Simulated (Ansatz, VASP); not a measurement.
# Cross-check of MoS2 between VASP and Ansatz

One calculation is typed for both programs; each brings its own data sets. How far apart do they land? The two relaxations start from unlike cells of this crystal (the structure described is Ansatz's start), so only their ends are compared.

Method: plane waves, with VASP 6.6.1 beside it; relaxation of cell and atoms at LDA and relaxation of cell and atoms at PBE, in Ansatz 0.2.0.

## 1. The starting structure

It takes space group P6_3/mmc (No. 194, hexagonal). Conventional cell: a = 3.142 Å, b = 3.142 Å, c = 12.581 Å, α = 90.00°, β = 90.00°, γ = 120.00°. Nearest to Mo lie 6 S at 2.39 Å. Nearest to S lie 3 Mo at 2.39 Å. Farther neighbours and most contacts between anions are not listed.

Coordinates:

```
Mo S
1.0
     3.14150    0.00000    0.00000
    -1.57075    2.72062    0.00000
     0.00000    0.00000   12.58141
Mo S
2 4
Cartesian
  0.0000 1.8137 3.1454
  1.5708 0.9069 9.4361
  0.0000 1.8137 7.8770
  1.5708 0.9069 1.5862
  0.0000 1.8137 10.9952
  1.5708 0.9069 4.7045
```

## 2. VASP: relaxation of cell and atoms, LDA

The relaxed volume is the usual yardstick between codes: in a stiff, nearly cubic crystal its relative difference is about their pressure difference at one cell divided by the bulk modulus.

Lines of VASP's logs that name or quote its potential files are left out, and so is its time.

INCAR reads:

```
SYSTEM = MoS2
PREC = Accurate
ENCUT = 500
EDIFF = 1E-07
NELM = 120
ISMEAR = 0
SIGMA = 0.01
LREAL = .FALSE.
ALGO = Normal
GGA = CA
NBANDS = 32
LASPH = .TRUE.
LORBIT = 11
LWAVE = .FALSE.
LCHARG = .FALSE.
ISIF = 3
IBRION = 2
NSW = 80
EDIFFG = -0.005
GGA_COMPAT = .FALSE.
NELMIN = 4
EFERMI = MIDGAP
KPAR = 2
```

POSCAR reads:

```
MoS2
1.0
    3.1238074794      0.0000000000      0.0000000000
   -1.5619037397      2.7052968243      0.0000000000
    0.0000000000      0.0000000000     12.0672290918
Mo S
2 4
Direct
    0.3333333333      0.6666666667      0.2499999603
    0.6666666667      0.3333333333      0.7499999603
    0.3333333333      0.6666666667      0.6212105834
    0.6666666667      0.3333333333      0.1212105834
    0.3333333333      0.6666666667      0.8787893371
    0.6666666667      0.3333333333      0.3787893371
```

KPOINTS reads:

```
Automatic mesh
0
Gamma
12 12 3
0 0 0
```

Potentials, in the order of the species: Mo_sv and S (LDA family, release 64).

The run is started by

```
> mpirun -np 2 vasp_std
```

Numbers of over 12 decimals in the logs are rounded to 6 here.

Log:

```text
[banner, memory and clock lines left out]
running    2 mpi-ranks, on    1 nodes
 distrk:  each k-point on    1 cores,    2 groups
 distr:  one band on    1 cores,    1 groups

 POSCAR found type information on POSCAR MoS
 POSCAR found :  2 types and       6 ions
 LDA part: xc-table for (Slater(with rela. corr.)+CA(PZ))
 , standard interpolation
 POSCAR, INCAR and KPOINTS ok, starting setup
 FFT: planning ... GRIDC
 FFT: planning ... GRID_SOFT
 FFT: planning ... GRID
 WAVECAR not read
 entering main loop
       N       E                     dE             d eps       ncg     rms          rms(c)
DAV:   1     0.463529467600E+03    0.46353E+03   -0.28792E+04  2704   0.151E+03
DAV:   2    -0.237987749208E+02   -0.48733E+03   -0.47505E+03  2888   0.406E+02
DAV:   3    -0.512812527123E+02   -0.27482E+02   -0.27071E+02  3128   0.834E+01
DAV:   4    -0.518022210412E+02   -0.52097E+00   -0.51957E+00  2936   0.117E+01
DAV:   5    -0.518141997960E+02   -0.11979E-01   -0.11975E-01  3048   0.173E+00    0.374E+01
DAV:   6    -0.496527842678E+02    0.21614E+01   -0.17301E+01  2816   0.249E+01    0.125E+01
DAV:   7    -0.492758918439E+02    0.37689E+00   -0.73620E+00  2816   0.157E+01    0.902E+00
DAV:   8    -0.489584801528E+02    0.31741E+00   -0.12598E+00  2976   0.686E+00    0.268E+00
DAV:   9    -0.489653708450E+02   -0.68907E-02   -0.10426E-01  3224   0.155E+00    0.113E+00
DAV:  10    -0.489579595100E+02    0.74113E-02   -0.43122E-02  2968   0.129E+00    0.239E-01
DAV:  11    -0.489579040616E+02    0.55448E-04   -0.19696E-03  3056   0.257E-01    0.120E-01
DAV:  12    -0.489578769385E+02    0.27123E-04   -0.14201E-04  2960   0.587E-02    0.800E-02
DAV:  13    -0.489578591129E+02    0.17826E-04   -0.17021E-04  3176   0.707E-02    0.191E-02
DAV:  14    -0.489578577993E+02    0.13135E-05   -0.18508E-05  2984   0.272E-02    0.109E-02
DAV:  15    -0.489578577349E+02    0.64403E-07   -0.74864E-07  2688   0.510E-03
   1 F= -.48957858E+02 E0= -.48957858E+02  d E =-.489579E+02
[...]
2 F= -.48957860E+02 E0= -.48957860E+02  d E =-.237369E-05
[...]
3 F= -.48957862E+02 E0= -.48957862E+02  d E =-.476051E-05
 curvature:  -0.30 expect dE=-0.254E-05 dE for cont linesearch -0.978E-08
 trial: gam= 0.46192 g(F)=  0.543E-05 g(S)=  0.318E-05 ort =-0.822E-06 (trialstep = 0.908E+00)
 search vector abs. value=  0.122E-04
 bond charge predicted
       N       E                     dE             d eps       ncg     rms          rms(c)
DAV:   1    -0.489578694251E+02   -0.69623E-05   -0.58113E-04  2560   0.148E-01    0.258E-02
DAV:   2    -0.489578654217E+02    0.40034E-05   -0.51815E-05  2864   0.372E-02    0.113E-02
DAV:   3    -0.489578640978E+02    0.13239E-05   -0.12108E-05  2944   0.212E-02    0.126E-02
DAV:   4    -0.489578635853E+02    0.51247E-06   -0.10047E-06  2880   0.578E-03    0.757E-03
DAV:   5    -0.489578633987E+02    0.18658E-06   -0.88373E-07  2592   0.508E-03    0.139E-03
DAV:   6    -0.489578633959E+02    0.27994E-08   -0.47584E-08  1576   0.146E-03
   4 F= -.48957863E+02 E0= -.48957863E+02  d E =-.900466E-06
 trial-energy change:   -0.000001  1 .order   -0.000000   -0.000007    0.000007
 step:   0.5257(harm=  0.4836)  dis= 0.00018  next Energy=   -48.957865 (dE=-0.225E-05)
 reached required accuracy - stopping structural energy minimisation
```

OUTCAR, selected parts (step 2):

```text
ion  position               nearest neighbor table
   1  0.333  0.667  0.250-   6 2.38   6 2.38   4 2.38   4 2.38   6 2.38   4 2.38
   2  0.667  0.333  0.750-   5 2.38   5 2.38   3 2.38   3 2.38   5 2.38   3 2.38
   3  0.333  0.667  0.621-   2 2.38   2 2.38   2 2.38
   4  0.667  0.333  0.121-   1 2.38   1 2.38   1 2.38
   5  0.333  0.667  0.879-   2 2.38   2 2.38   2 2.38
   6  0.667  0.333  0.379-   1 2.38   1 2.38   1 2.38

  LATTYP: Found a hexagonal cell.
 ALAT       =     3.1238074794
 C/A-ratio  =     3.8629874509

 Subroutine GETGRP returns: Found 24 space group operations
 (whereof 12 operations were pure point group operations)

The static configuration has the point symmetry D_3d.
 The point group associated with its full space group is D_6h.

 Found     38 irreducible k-points:

   k-points           NKPTS =     38   k-points in BZ     NKDIM =     38   number of bands    NBANDS=     32

   dimension x,y,z NGX =    24 NGY =   24 NGZ =   90
   dimension x,y,z NGXF=    48 NGYF=   48 NGZF=  180

   ENCUT  =  500.0 eV  36.75 Ry    6.06 a.u.   5.70  5.70 22.00*2*pi/ulx,y,z

   NELECT =      52.0000    total number of electrons

 k-points in reciprocal lattice and weights: Automatic mesh
   0.00000000  0.00000000  0.00000000       0.002
   0.08333333  0.00000000  0.00000000       0.014
   0.16666667  0.00000000  0.00000000       0.014
   0.25000000  0.00000000  0.00000000       0.014
   0.33333333  0.00000000  0.00000000       0.014
   0.41666667  0.00000000  0.00000000       0.014
   0.50000000  0.00000000  0.00000000       0.007
   0.08333333  0.08333333  0.00000000       0.014
   0.16666667  0.08333333  0.00000000       0.028
[...]
0.33333333  0.25000000  0.33333333       0.056
   0.33333333  0.33333333  0.33333333       0.009

 average (electrostatic) potential at core
       1 -74.1534       2 -74.1534       3 -84.3721       4 -84.3721       5 -84.3721
       6 -84.3721

 E-fermi :   8.4338

 k-point     1 :       0.0000    0.0000    0.0000
  band No.  band energies     occupation
    ...
     22       5.8614      2.00000
     23       5.8614      2.00000
     24       6.6660      2.00000
     25       6.9294      2.00000
     26       8.0668      2.00000
     27      10.2030      0.00000
     28      10.2030      0.00000
     29      10.2352      0.00000
     30      10.2352      0.00000
     31      10.3845      0.00000
    ...

 k-point     2 :       0.0833    0.0000    0.0000
  band No.  band energies     occupation
    ...
     22       5.6877      2.00000
     23       5.9348      2.00000
     24       6.6889      2.00000
     25       7.0737      2.00000
     26       7.8410      2.00000
     27      10.0795      0.00000
     28      10.1171      0.00000
     29      10.2089      0.00000
     30      10.2418      0.00000
     31      10.3025      0.00000
    ...

 k-point     3 :       0.1667    0.0000    0.0000
  band No.  band energies     occupation
    ...
     22       5.2802      2.00000
     23       5.9133      2.00000
     24       6.6781      2.00000
     25       6.9233      2.00000
     26       7.2104      2.00000
     27       9.5345      0.00000
     28       9.9313      0.00000
     29       9.9445      0.00000
     30      10.1624      0.00000
     31      10.2164      0.00000
    ...

  Total       -0.0051781     -0.0051781     -0.0292982      0.0000000      0.0000000      0.0000000
  in kB       -0.0813759     -0.0813759     -0.4604370      0.0000000      0.0000000      0.0000000
  external PRESSURE =      -0.2077296 kB  Pullay stress =       0.0000000 kB

  energy-cutoff  :      500.00
  volume of cell :      101.95
      direct lattice vectors                 reciprocal lattice vectors
     3.123212460  0.000000000  0.000000000     0.320183149  0.184857814  0.000000000
    -1.561606230  2.704781522 -0.000000000     0.000000000  0.369715628  0.000000000
     0.000000000 -0.000000000 12.068331993     0.000000000  0.000000000  0.082861492

 POSITION                                       TOTAL-FORCE (eV/Angst)
 -----------------------------------------------------------------------------------
     -0.00000      1.80319      3.01708        -0.000000      0.000000      0.000000
      1.56161      0.90159      9.05125         0.000000     -0.000000      0.000000
     -0.00000      1.80319      7.49656         0.000000     -0.000000      0.003186
      1.56161      0.90159      1.46239         0.000000     -0.000000      0.003186
     -0.00000      1.80319     10.60594        -0.000000      0.000000     -0.003186
      1.56161      0.90159      4.57177         0.000000      0.000000     -0.003186
 -----------------------------------------------------------------------------------
    total drift:                               -0.000000      0.000000      0.001478

  FREE ENERGIE OF THE ION-ELECTRON SYSTEM (eV)
  ---------------------------------------------------
  free  energy   TOTEN  =       -48.9578633959 eV

  energy  without entropy=      -48.9578633959  energy(sigma->0) =      -48.95786340

 reached required accuracy - stopping structural energy minimisation

 total charge
# of ion       s       p       d       tot
------------------------------------------
    1        2.305   6.237   4.033  12.575
    2        2.305   6.237   4.033  12.575
    3        1.363   2.341   0.000   3.704
    4        1.363   2.341   0.000   3.704
    5        1.363   2.341   0.000   3.704
    6        1.363   2.341   0.000   3.704
--------------------------------------------------
tot         10.063  21.839   8.065  39.967

[... 3 further parts left out ...]
```

CONTCAR:

```
MoS2
   1.00000000000000
     3.1232124595479247    0.0000000000000000    0.0000000000000000
    -1.5616062297739624    2.7047815218834219   -0.0000000000000000
     0.0000000000000000   -0.0000000000000000   12.0683319926963435
  Mo              S
     2     4
Direct
     0.3333333332999970    0.6666666667000030    0.2499999603000020
     0.6666666667000030    0.3333333332999970    0.7499999603000020
     0.3333333332999970    0.6666666667000030    0.6211759845231022
     0.6666666667000030    0.3333333332999970    0.1211759845231021
     0.3333333332999970    0.6666666667000030    0.8788239359769001
     0.6666666667000030    0.3333333332999970    0.3788239359769002
```

This run has no spin polarisation, so a moment on Mo, if there is one, isn't seen. The run keeps the 24 symmetry operations of its start, so it cannot find a distortion of lower symmetry.

## 3. Ansatz: relaxation of cell and atoms, LDA

Ansatz runs on its PAW soft_1 files.

Its own start cell and the same functional (in two slightly different forms) and mesh now go to Ansatz, which takes its cutoff from its data sets.

input.yaml reads:

```yaml
crystal:
  lattice:
    - [3.1415004292, 0.0, 0.0]
    - [-1.5707502146, 2.7206191777, 0.0]
    - [0.0, 0.0, 12.5814055939]
  atoms:
    - { symbol: Mo, position: [0.3333333333, 0.6666666667, 0.25] }
    - { symbol: Mo, position: [0.6666666667, 0.3333333333, 0.75] }
    - { symbol: S, position: [0.3333333333, 0.6666666667, 0.6260787945] }
    - { symbol: S, position: [0.6666666667, 0.3333333333, 0.1260787945] }
    - { symbol: S, position: [0.3333333333, 0.6666666667, 0.8739212055] }
    - { symbol: S, position: [0.6666666667, 0.3333333333, 0.3739212055] }
kpoints:
  mp_grid: { grid: [12, 12, 3] }
hamiltonian:
  xc: lda
  pseudopotentials: { kind: paw, azcp: { folder: soft_1 }, xc_functional: pbe }
scf:
  occupations: { method: fixed }
output:
  forces: true
  stress: true
  eigenvalues: true
  write_density: true
  write_potential: true
  elf: true
  volumetric_format: npy
relax:
  adjacent_minimum: "off"
  f_tol: 0.001
  max_steps: 60
  cell: { stress_tol: 0.01 }
```

The run is started by

```
> ansatz run input.yaml --threads 4 --pin off --max-ram 16384MiB --backend cpu --events-out ev --progress --plain --runs-dir out
```

Log:

```text
Engine: ansatz 0.2.0, aarch64-unknown-linux-gnu
Pseudopotentials: kind: paw
Pseudopotential: Mo, paw, valence charge 14, recommended cutoff 420 eV (normal), soft_1/Mo.paw.azcp
Pseudopotential: S, paw, valence charge 6, recommended cutoff 420 eV (normal), soft_1/S.paw.azcp
Functional definition: SPW92
  exchange = slater_x
  correlation = pw_c
Crystal: 6 atoms, lattice volume = 107.531 Å³
Basis set: ecut = 420 eV, 2059 PW (Γ)
Bands: 32, of which v1, the nominal top of the filled ones, is band 26 counted from 1 (25 counted from 0)
Symmetry: 24 space group operations
Space group: P63/mmc (ITA 194), of the structure as read, at distance tolerance 4.8e-5 Å
k-points: 38 of 432
Non-local potential: Mo, projectors of the file, l = 0: 3, l = 1: 2, l = 2: 2, l = 3: 1
Non-local potential: S, projectors of the file, l = 0: 2, l = 1: 2, l = 2: 1
PAW form: soft (Blöchl's): semilocal exchange-correlation on the pseudo side does not see the compensation charge
PAW frozen core: Mo, regenerated for the run's functional, and the local potential with it (the file was generated under x = pbe(κ = 0.804, μ = 0.219515), c = pbe(β = 0.066725))
PAW frozen core: S, regenerated for the run's functional, and the local potential with it (the file was generated under x = pbe(κ = 0.804, μ = 0.219515), c = pbe(β = 0.066725))
PAW one-centre angular grid: Mo, 590 points (default); XC on 64 Gauss nodes
PAW one-centre angular grid: S, 110 points (default); XC on 64 Gauss nodes
Initial density: superposition of atomic densities (chi_scale 0.1, normalization cell, long waves kept (reshape's long-wave potential 0.08 eV rms))
Initial wavefunctions: pseudopotential atomic-orbital guess
Functional: x = slater, c = lda
SCF iter   1: F=—  HF=-13171.511149 eV  |F-HF|=—  |Δ(HF+E_count)|=         —  Δρ=5.99e-2  dr2=4.93e0  ethr=3.10e-3  ⟨swp⟩=5.4  Hψ=5405  notcnv=0  defer=99
preconditioner: auto → Resta (q_TF=auto, 2.417 Å⁻¹)  ε∞=7.8  [insulator: Δε(μ)=0.866 eV  Ē_g=8.232 eV  n_scr=26 (ndim 8)  ℏωp=21.5 eV  f_vac=0.004  ε∞_Penn≈7.8]
SCF iter   2: F=—  HF=-13170.240450 eV  |F-HF|=—  |Δ(HF+E_count)|=    1.27e0  Δρ=2.61e-2  dr2=1.79e0  ethr=3.10e-3  ⟨swp⟩=3.7  Hψ=2728  notcnv=0  defer=89
SCF iter   3: F=—  HF=-13169.897093 eV  |F-HF|=—  |Δ(HF+E_count)|=   3.43e-1  Δρ=1.42e-2  dr2=3.11e-1  ethr=3.10e-3  ⟨swp⟩=2.0  Hψ=1606  notcnv=0  defer=125
SCF iter   4: F=—  HF=-13169.799831 eV  |F-HF|=—  |Δ(HF+E_count)|=   9.73e-2  Δρ=2.73e-3  dr2=1.71e-2  ethr=5.98e-4  ⟨swp⟩=2.3  Hψ=2117  notcnv=0  defer=136
SCF iter   5: F=—  HF=-13169.797244 eV  |F-HF|=—  |Δ(HF+E_count)|=   2.59e-3  Δρ=7.50e-4  dr2=9.83e-4  ethr=3.29e-5  ⟨swp⟩=2.4  Hψ=1797  notcnv=0  defer=152
SCF iter   6: F=—  HF=-13169.797256 eV  |F-HF|=—  |Δ(HF+E_count)|=   1.23e-5  Δρ=2.78e-4  dr2=1.32e-4  ethr=1.89e-6  ⟨swp⟩=2.2  Hψ=2050  notcnv=0  defer=152
SCF iter   7: F=—  HF=-13169.797245 eV  |F-HF|=—  |Δ(HF+E_count)|=   1.16e-5  Δρ=3.03e-5  dr2=1.96e-6  ethr=2.53e-7  ⟨swp⟩=2.0  Hψ=1619  notcnv=0  defer=132
SCF iter   8: F=—  HF=-13169.797247 eV  |F-HF|=—  |Δ(HF+E_count)|=   2.63e-6  Δρ=7.81e-6  dr2=7.19e-8  ethr=1.92e-10  ⟨swp⟩=17.0  Hψ=12130  notcnv=0
SCF iter   9: F=-13169.797247 eV  HF=-13169.797247 eV  |F-HF|=1.60e-9  |Δ(HF+E_count)|=   4.81e-9  Δρ=1.29e-6  dr2=2.94e-9  ethr=1.38e-10  ⟨swp⟩=7.2  Hψ=8172  notcnv=0
SCF 1 converged in 9 iterations: F = -13169.797247 eV  dr2 = 2.94e-9
  greatest PAW one-centre occupation: 0.998 electrons in one spin orbital (limit 2), on the Mo atom at site 1 (counted from 0), in its partial waves of l = 0
relax step   1: F+E_penalty+E_count = -13169.79724731 eV  Δ(F+E_penalty+E_count) = +0.000e0 eV  max|allowed force component| = 1.802e-1 eV/Å  Δτ_max = 0.0000 Å  P = -2.742 GPa  Ω = 107.531 Å³  (9 SCF iters, dr2 threshold 1.00e-7 eV, accepted)
[...]
relax step   4: F+E_penalty+E_count = -13169.83253101 eV  Δ(F+E_penalty+E_count) = -8.647e-4 eV  max|allowed force component| = 3.361e-3 eV/Å  Δτ_max = 0.0056 Å  P = -0.005 GPa  Ω = 102.096 Å³  energy of the carried Pulay correction = +1.280e-3 eV  (5 SCF iters, dr2 threshold 6.00e-7 eV, accepted)
[...]
relax step   5: F+E_penalty+E_count = -13169.83261737 eV  Δ(F+E_penalty+E_count) = -8.636e-5 eV  max|allowed force component| = 3.598e-4 eV/Å  Δτ_max = 0.0023 Å  P = +0.006 GPa  Ω = 101.964 Å³  energy of the carried Pulay correction = +1.312e-3 eV  (5 SCF iters, dr2 threshold 3.13e-8 eV, accepted)
[...]
relax step   6: F+E_penalty+E_count = -13169.83150025 eV  Δ(F+E_penalty+E_count) = +1.117e-3 eV  max|allowed force component| = 4.754e-4 eV/Å  Δτ_max = 0.0000 Å  P = +0.002 GPa  Ω = 101.964 Å³  stress off target by 2.14e-3 GPa  SCF on the basis re-selected at this cell (its energy is not comparable with the rows above)  (8 SCF iters)
basis re-selected at this cell: Δ(F+E_penalty+E_count) = +1.117e-3 eV, ΔP = -0.004 GPa vs the last step (what re-selecting the basis moved, of the pressure what is left beyond the Pulay correction that the steps carried, after the strain that the cell walked since its last selection, with what the two solves' SCF thresholds leave and, on support functions, any second-order correction that the steps lacked; it is no measure of the basis error at this ecutwfc). The dense FFT grid was sized anew with the basis: this SCF ran on 24×24×81 points, the steps before it on 24×24×90, so part of this shift can come from that change (see relax.cell in the input reference). [rest of the remark cut]
SCF converged after 8 iterations
Free energy (F): -13169.831500 eV
Harris-Foulkes:  -13169.831500 eV  (|F-HF|=1.82e-12)
Internal energy: -13169.831500 eV  (E = F + TS)
E sigma→0 (E₀):  -13169.831500 eV
Fermi energy:    11.538723 eV
--- Per-component energies (eV) ---
  E_band       = -284.226600
  E_kinetic    = 1276.238514
  E_local      = -3792.032043  (includes V_loc(G=0)·N_el)
  E_nonlocal   = 448.731536
  E_hartree    = 1462.363170
  E_xc         = -706.535386
  E_vxc        = -774.808286  (∫ρ·V_xc dr)
  E_paw        = -8507.231661  (= ΣΔE_a)
  E_vpaw       = -367.082727  (= ΣTr[D̂ρ^β])
  E_aug_tail   = 0.000078  (compensation charges beyond the density's cutoff)
  E_ewald      = -3352.924130
  E_core_change = 1.558422  (= ΣΔE_core)
  E_smearing   = -0.000000  (= −TS)
  E_closure    = 0.000000  (closes the sum)
  Σ components = -13169.831500   (vs F -13169.831500, Δ=0.00e0)
--- Forces (eV/Å), atoms counted from 1 ---
  atom   1  Mo     0.00000000    -0.00000000    -0.00000000
  atom   2  Mo     0.00000000     0.00000000     0.00000000
  atom   3  S     -0.00000000     0.00000000    -0.00047539
  atom   4  S      0.00000000    -0.00000000    -0.00047539
  atom   5  S     -0.00000000     0.00000000     0.00047539
  atom   6  S      0.00000000    -0.00000000     0.00047539
  max |Σ_I F_I| component: 9.25e-18 eV/Å
--- Stress (GPa, compression-positive) ---
        0.002139      -0.000000      -0.000000
        0.000000       0.002139       0.000000
       -0.000000       0.000000       0.001750
  P = ⅓ Tr σ = 0.0020 GPa (0.020 kbar)
--- Band table (eV; the first three rows and the last of 38) ---
  k-point 0: bands = [... 22 lower, 9.3266, 10.1359, 10.3941, 11.5387, 13.6720, 13.6720, 13.7034, 13.7034, ... 2 higher]
  k-point 1: bands = [... 22 lower, 9.3125, 9.3125, 11.0074, 11.4138, 13.6728, 13.6728, 13.6847, 13.6847, ... 2 higher]
  k-point 2: bands = [... 22 lower, 9.4003, 10.1589, 10.5419, 11.3141, 13.5453, 13.5816, 13.6776, 13.7141, ... 2 higher]
  k-point 37: bands = [... 22 lower, 8.6212, 8.6212, 10.6773, 10.7836, 12.6149, 12.6149, 13.4049, 14.0206, ... 2 higher]
--- Relaxed structure (5 steps of the walk, 5 accepted, 1 SCFs on fresh bases) ---
  F+E_penalty+E_count = -13169.83150025 eV   max|allowed force component| = 4.754e-4 eV/Å   (the final SCF, on the basis selected at the relaxed cell)
  cell:  # Å, volume = 101.9642 Å³
    - [3.122291, 0, 0]
    - [-1.561146, 2.703983, 0]
    - [0, 0, 12.077314]
  atoms:
    - { symbol: Mo, position: [0.333333, 0.666667, 0.25] }
    - { symbol: Mo, position: [0.666667, 0.333333, 0.750000] }
    - { symbol: S, position: [0.333333, 0.666667, 0.621315] }
    - { symbol: S, position: [0.666667, 0.333333, 0.121315] }
    - { symbol: S, position: [0.333333, 0.666667, 0.878685] }
    - { symbol: S, position: [0.666667, 0.333333, 0.378685] }
```

[end of part 1 of 2]

[Lines on the potential files, build, host, timing and source positions are cut from VASP's logs without a mark.]

[Logs are printed without paths, hosts, clocks, repeated set-up lines and the standing remarks that a program may print on its own settings, such as how far it seeks lower states.]

[Hosts, paths, dates, database ids (printed as entryN), source tags and the programs' standing remarks are cut or masked in the printed files.]
